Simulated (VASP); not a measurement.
Here is the system:

```
BeHg3Te4
1.0
    0.00000     3.14547     3.14547
    3.14547     0.00000     3.14547
   12.65379    12.65379    -0.07192
Hg Te Be
3 4 1
Cartesian
 12.51095  12.51095   0.07092
  3.14762   3.14762  -0.00215
  9.57128   9.57128   6.15606
  1.54064   1.54064   1.60483
  4.82317   4.82317   1.46777
  8.09598   8.09598   1.34043
 10.89383  10.89383   1.68805
  9.48610   9.48610  -0.04969
```

Computed with PBEsol GGA, VASP's PBE PAW potentials (set 64) (plane waves; VASP 6.6.1). Settings: 400 eV cut-off, 10×10×3 Γ-centred mesh, tetrahedra with Blöchl corrections, potentials Hg Te Be.

Unless said otherwise, spin-orbit coupling is left out, though it shifts the bands of the heavy elements here.

Question: Tabulate the total density of states (states/eV per cell) against energy (eV; zero at the valence-band maximum or, without a gap, the Fermi level).

Answer: 
```
E (eV) | DOS (states/eV)
    -9.91 |  0.00
    -9.71 |  0.00
    -9.51 |  0.00
    -9.20 |  0.00
    -9.00 |  0.00
    -8.80 |  0.00
    -8.60 |  0.00
    -8.29 |  0.00
    -8.09 |  0.00
    -7.89 |  0.00
    -7.69 |  0.00
    -7.39 | ############### 20.8
    -7.18 | ############################## 41.8
    -6.98 | ######################## 32.9
    -6.78 | ####################### 31.6
    -6.48 | ##### 7.42
    -6.28 |  0.15
    -6.07 |  0.00
    -5.87 |  0.00
    -5.57 | ######### 12.1
    -5.37 | ##### 6.39
    -5.17 | ### 3.73
    -4.96 | ## 2.49
    -4.76 | ## 3.14
    -4.46 | ## 2.65
    -4.26 | # 2.08
    -4.05 | # 1.39
    -3.85 | # 1.20
    -3.55 | # 1.99
    -3.35 | ## 2.40
    -3.15 | #### 6.13
    -2.94 | ##### 6.28
    -2.64 | ##### 6.42
    -2.44 | ##### 7.06
    -2.24 | ##### 6.70
    -2.04 | ##### 6.83
    -1.73 | #### 6.24
    -1.53 | ##### 6.58
    -1.33 | ##### 6.28
    -1.13 | #### 5.44
    -0.93 | ### 4.37
    -0.62 | ## 2.44
    -0.42 | # 1.38
    -0.22 |  0.65
    -0.02 |  0.05
     0.29 |  0.02
     0.49 |  0.07
     0.69 |  0.20
     0.89 | # 0.83
     1.20 | ## 2.52
     1.40 | ## 2.55
     1.60 | ## 2.87
     1.80 | ##### 6.39
     2.10 | #### 5.47
     2.31 | ### 4.32
     2.51 | ##### 6.33
     2.71 | ## 2.16
     3.01 | ## 3.36
     3.21 | ### 3.54
     3.42 | ### 3.51
```
Within 2 eV below the Fermi level the largest weight inside VASP's projection spheres is Te p, then Hg d.

The structure was generated: BeHg3Te4 was put into an ordered model structure (R3m), which need not be its known phase. It was relaxed first.
